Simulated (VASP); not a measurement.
Output of a VASP run:

OSZICAR:
```
       N       E                     dE             d eps       ncg     rms          rms(c)
DAV:   1     0.912865656671E+02    0.91287E+02   -0.89350E+03   754   0.158E+03
DAV:   2     0.462576886135E+01   -0.86661E+02   -0.83513E+02   784   0.276E+02
DAV:   3    -0.144881181224E+01   -0.60746E+01   -0.60400E+01   944   0.730E+01
DAV:   4    -0.150845293411E+01   -0.59641E-01   -0.59623E-01   804   0.758E+00
DAV:   5    -0.150880363337E+01   -0.35070E-03   -0.35068E-03   929   0.558E-01    0.452E+00
DAV:   6    -0.122871711570E+01    0.28009E+00   -0.65248E-01  1112   0.250E+01    0.334E+00
DAV:   7    -0.121150876918E+01    0.17208E-01   -0.17641E-01   834   0.411E+00    0.140E+00
DAV:   8    -0.121173385434E+01   -0.22509E-03   -0.37436E-03   814   0.602E-01    0.461E-01
DAV:   9    -0.121185141136E+01   -0.11756E-03   -0.91417E-04   804   0.288E-01    0.639E-02
DAV:  10    -0.121188543503E+01   -0.34024E-04   -0.51340E-05   839   0.818E-02    0.166E-02
DAV:  11    -0.121189206232E+01   -0.66273E-05   -0.11292E-05   819   0.385E-02    0.205E-03
DAV:  12    -0.121189223981E+01   -0.17749E-06   -0.26655E-07   899   0.471E-03    0.107E-03
DAV:  13    -0.121189221001E+01    0.29808E-07   -0.36399E-08   572   0.236E-03
   1 F= -.12118922E+01 E0= -.12118922E+01  d E =-.508104E-16
```

OUTCAR:
```
------------------------ aborting loop because EDIFF is reached ----------------------------------------
  FORCE on cell =-STRESS in cart. coord.  units (eV):
  Direction    XX          YY          ZZ          XY          YZ          ZX
  --------------------------------------------------------------------------------------
  Total        0.0081756      0.0081756      0.0081756      0.0000000      0.0000000      0.0000000
  in kB        0.2791452      0.2791452      0.2791452      0.0000000      0.0000000      0.0000000
  external PRESSURE =       0.2791452 kB  Pullay stress =       0.0000000 kB
  volume of cell :       46.92
      direct lattice vectors                 reciprocal lattice vectors
     0.000000000  2.862795805  2.862795805    -0.174654441  0.174654441  0.174654441
     2.862795805  0.000000000  2.862795805     0.174654441 -0.174654441  0.174654441
     2.862795805  2.862795805  0.000000000     0.174654441  0.174654441 -0.174654441
  FREE ENERGIE OF THE ION-ELECTRON SYSTEM (eV)
  ---------------------------------------------------
  free  energy   TOTEN  =        -1.2118922100 eV

  energy  without entropy=       -1.2118922100  energy(sigma->0) =       -1.21189221
```
(Selected blocks of OUTCAR.)

POSCAR:
```
ZnSe
1
    0.0000000000     2.8627958049     2.8627958049
    2.8627958049     0.0000000000     2.8627958049
    2.8627958049     2.8627958049     0.0000000000
Zn Se
1 1
Direct
  1.0000000000   0.0000000000   0.0000000000
  0.2500000000   0.2500000000   0.2500000000
```

Reconstruct the remaining input files.

One answer among several that fit: the input of the run itself, optB88-vdW, plane waves, VASP's PBE PAW potentials (set 64).

### KPOINTS
```
Regular mesh
0
Gamma
 8 8 8
0 0 0
```

INCAR:
```
AGGAC = 0.0
ALGO = Normal
EDIFF = 1E-7
ENCUT = 520
GGA = BO
ISIF = 2
ISMEAR = 0
LASPH = .TRUE.
LCHARG = .FALSE.
LMAXMIX = 4
LREAL = .FALSE.
LUSE_VDW = .TRUE.
LWAVE = .FALSE.
NELM = 100
PARAM1 = 0.1833333333
PARAM2 = 0.22
PREC = Accurate
SIGMA = 0.05
SYSTEM = ZnSe
```

POTCAR, in this order: Zn Se (PBE.64 set). Program: vasp_std.

The compound is ZnSe in the zinc blende structure. It was relaxed first.
